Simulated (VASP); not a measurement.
Set up this calculation in VASP 6.6.1, as the native input.

```yaml
Task: relaxation of cell and atoms
Functional: PBE
Potentials_or_basis: VASP PAW PBE potentials, release 64 (Be, Te, O)
Cutoff: 520 eV
k_mesh: 6 × 6 × 6
Occupations: gaussian, width 0.03 eV
Spin: no spin polarisation
Further_INCAR_settings: ALGO = Normal; EDIFF = 1e-07; IBRION = 2; POTIM = 0.3; EDIFFG = -0.005; NSW = 60; ISIF = 3
```

The structure of Be3Te2O lies in POSCAR:

```
Be3Te2O                                 
1.0
    6.1937219350     -0.0000000001      0.0000000000
   -3.0968609726      5.3639205435     -0.0000000000
   -0.0000000000      0.0000000000      5.5295796270
  Be              Te              O             
     3     2     1
Direct
     0.7495630514180780    0.9999999999999957    0.0000000000000000
     0.0000000000000006    0.7495630514180877    0.0000000000000000
     0.2504369485819213    0.2504369485819166    0.0000000000000000
     0.3333333300000021    0.6666666699999979    0.0000000000000000
     0.6666666699999979    0.3333333300000021    0.0000000000000000
     0.0000000000000000    0.0000000000000000    0.0000000000000000
```

The cell was built by a generator and needn't be a form met in nature.

The input as run:

INCAR

```
  PREC = Accurate
  ENCUT = 520
  EDIFF = 1E-7
  ISMEAR = 0
  SIGMA = 0.03
  LREAL = False
  LASPH = True
  NELM = 120
  ALGO = Normal
  ISIF = 3
  LWAVE = False
  LCHARG = False
  GGA = PE
  IBRION = 2
  NSW = 60
  EDIFFG = -0.005
  POTIM = 0.3
  KPAR = 4
```

KPOINTS

```
Automatic mesh
0
Gamma
  6 6 6
```

Potentials or basis: VASP PAW PBE potentials, release 64 (Be, Te, O).

Launch:

```console
$ cat potpaw_PBE.64/Be/POTCAR potpaw_PBE.64/Te/POTCAR potpaw_PBE.64/O/POTCAR > POTCAR
$ mpirun -np 4 vasp_std > vasp.out
```

It gave:

The relaxed volume is 31.58 Å³/atom and the relaxed cell is a = 6.194 Å, b = 6.194 Å, c = 5.702 Å, α = 90.00°, β = 90.00°, γ = 120.00°. The space group after relaxing (to 0.05 Å) is P-62m (No. 189), the energy gained by relaxing is 0.1 meV/atom and the ionic steps are 15. The pressure after relaxing is 0.0 GPa and the band gap on the k mesh is 2.31 eV, direct.

Caveat: spin-orbit coupling is left out, which moves the levels of the heavy elements.

It took 5.9 min on 4 MPI ranks on AMD EPYC 7R43 64-Core Processor (Zen 3), on a shared host, peak memory 0.34 GiB a rank.
